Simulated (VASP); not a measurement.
Computed with PBE GGA, VASP's PBE PAW potentials (set 64) (plane waves; VASP 6.6.1).

Input for VASP

### KPOINTS
```
Automatic mesh
0
G
  12 12 7
```

**INCAR**
```
ALGO = Normal
NELM = 100   ! most electronic steps
SIGMA = 0.05   ! width (eV)
EDIFF = 1E-6
ENCUT = 400   ! plane-wave cut-off (eV)
ISIF = 2   ! forces and stress, cell fixed
LCHARG = .FALSE.
LMAXMIX = 6   ! l cut-off of mixed one-centre charges
GGA = PE
LREAL = .FALSE.
LASPH = .TRUE.   ! aspherical one-centre terms
LWAVE = .FALSE.
ISMEAR = 0
SYSTEM = Ta2N
PREC = Accurate
```

### POSCAR
```
Ta2N
1
    3.0441970000     0.0000000000     0.0000000000
   -1.5220980000     2.6363520000     0.0000000000
    0.0000000000     0.0000000000     4.7624210000
Ta N
2 1
Direct
  0.6666670000   0.3333330000   0.7452900000
  0.3333330000   0.6666670000   0.2547100000
  0.0000000000   0.0000000000   0.0000000000
```

POTCAR, in this order: Ta_pv N (PBE.64 set). Program: vasp_std.

Output of the run:

OSZICAR:
```
       N       E                     dE             d eps       ncg     rms          rms(c)
DAV:   1     0.185854998042E+03    0.18585E+03   -0.13369E+04  3816   0.136E+03
DAV:   2    -0.308500651366E+02   -0.21671E+03   -0.21406E+03  4621   0.397E+02
DAV:   3    -0.373338727570E+02   -0.64838E+01   -0.63831E+01  5031   0.638E+01
DAV:   4    -0.374026300548E+02   -0.68757E-01   -0.68025E-01  4931   0.584E+00
DAV:   5    -0.374034539701E+02   -0.82392E-03   -0.81222E-03  5228   0.476E-01    0.305E+01
DAV:   6    -0.345590837466E+02    0.28444E+01   -0.20131E+01  4267   0.289E+01    0.149E+01
DAV:   7    -0.342810098670E+02    0.27807E+00   -0.21029E+00  4354   0.965E+00    0.756E+00
DAV:   8    -0.342328435050E+02    0.48166E-01   -0.22443E-01  4882   0.433E+00    0.485E-01
DAV:   9    -0.342288041147E+02    0.40394E-02   -0.40533E-02  4953   0.132E+00    0.234E-01
DAV:  10    -0.342284688373E+02    0.33528E-03   -0.87688E-03  4682   0.685E-01    0.945E-02
DAV:  11    -0.342282705449E+02    0.19829E-03   -0.16787E-03  4268   0.240E-01    0.249E-02
DAV:  12    -0.342282716781E+02   -0.11332E-05   -0.78368E-05  4777   0.687E-02    0.499E-03
DAV:  13    -0.342282709592E+02    0.71885E-06   -0.25769E-06  4739   0.142E-02
   1 F= -.34228271E+02 E0= -.34227660E+02  d E =-.122166E-02
```

File OUTCAR:
```
------------------------ aborting loop because EDIFF is reached ----------------------------------------
  FORCE on cell =-STRESS in cart. coord.  units (eV):
  Direction    XX          YY          ZZ          XY          YZ          ZX
  --------------------------------------------------------------------------------------
  Total        4.3639107      4.3639109      4.6446080      0.0000008      0.0000000      0.0000000
  in kB      182.9289747    182.9289836    194.6954085      0.0000347      0.0000000      0.0000000
  external PRESSURE =     186.8511223 kB  Pullay stress =       0.0000000 kB
  volume of cell :       38.22
      direct lattice vectors                 reciprocal lattice vectors
     3.044197000  0.000000000  0.000000000     0.328493852  0.189655947  0.000000000
    -1.522098000  2.636352000  0.000000000     0.000000000  0.379312019  0.000000000
     0.000000000  0.000000000  4.762421000     0.000000000  0.000000000  0.209977236
 POSITION                                       TOTAL-FORCE (eV/Angst)
 -----------------------------------------------------------------------------------
      1.52210      0.87878      3.54938         0.000000     -0.000000     -0.360582
     -0.00000      1.75757      1.21304         0.000000      0.000000      0.360582
      0.00000      0.00000      0.00000        -0.000000      0.000000      0.000000
 -----------------------------------------------------------------------------------
    total drift:                               -0.000000      0.000000      0.000000
  FREE ENERGIE OF THE ION-ELECTRON SYSTEM (eV)
  ---------------------------------------------------
  free  energy   TOTEN  =       -34.2282709592 eV

  energy  without entropy=      -34.2270492999  energy(sigma->0) =      -34.22766013
```
(Selected blocks of OUTCAR.)

File OUTCAR:
```
 val. band max:        8.0496119187   @ k =   0.0000   0.2500   0.4286

 cond. band min:       8.0633190970   @ k =   0.0833  -0.0000   0.0000


 Fermi energy:         8.0602398091

 k-point     1 :       0.0000    0.0000    0.0000
  band No.  band energies     occupation
      1     -27.6070      2.00000
      2     -26.6819      2.00000
      3     -26.6819      2.00000
      4     -26.5279      2.00000
      5     -26.5279      2.00000
      6     -26.3976      2.00000
      7      -9.6954      2.00000
      8      -0.7297      2.00000
      9       1.7036      2.00000
     10       1.7036      2.00000
     11       3.1785      2.00000
     12       7.3885      2.00000
     13       7.8534      2.00000
     14       7.8534      2.00000
     15       8.3993      0.00000
     16       8.4092      0.00000
     17       8.4092      0.00000

 k-point     2 :       0.0833   -0.0000    0.0000
  band No.  band energies     occupation
      1     -27.5811      2.00000
      2     -26.7347      2.00000
      3     -26.7011      2.00000
      4     -26.5809      2.00000
      5     -26.5316      2.00000
      6     -26.4073      2.00000
      7      -9.6104      2.00000
      8      -0.5513      2.00000
      9       1.1887      2.00000
     10       1.7102      2.00000
     11       3.6353      2.00000
     12       6.7665      2.00000
     13       7.4063      2.00000
     14       8.0633      0.93060
     15       8.0790      0.59635
     16       8.1369      0.03016
     17       9.3806      0.00000

 k-point     3 :       0.1667   -0.0000    0.0000
  band No.  band energies     occupation
      1     -27.5072      2.00000
      2     -26.8794      2.00000
      3     -26.7502      2.00000
      4     -26.7193      2.00000
      5     -26.5446      2.00000
      6     -26.4379      2.00000
      7      -9.3944      2.00000
      8      -0.0975      2.00000
      9       0.4427      2.00000
     10       1.7052      2.00000
     11       4.1956      2.00000
...
```

At this cut-off the stress carries a Pulay error, which pulls relaxed volumes low. Unless said otherwise, spin-orbit coupling is left out, though it shifts the bands of the heavy elements here.

The structure comes from a computed database's Ta2N entry; how it stands against other phases isn't given here. The cell was not relaxed at this level, and its volume differs by -5.9 % from the start's. The electron count is odd and the run is not spin-polarised, which forces a metal.
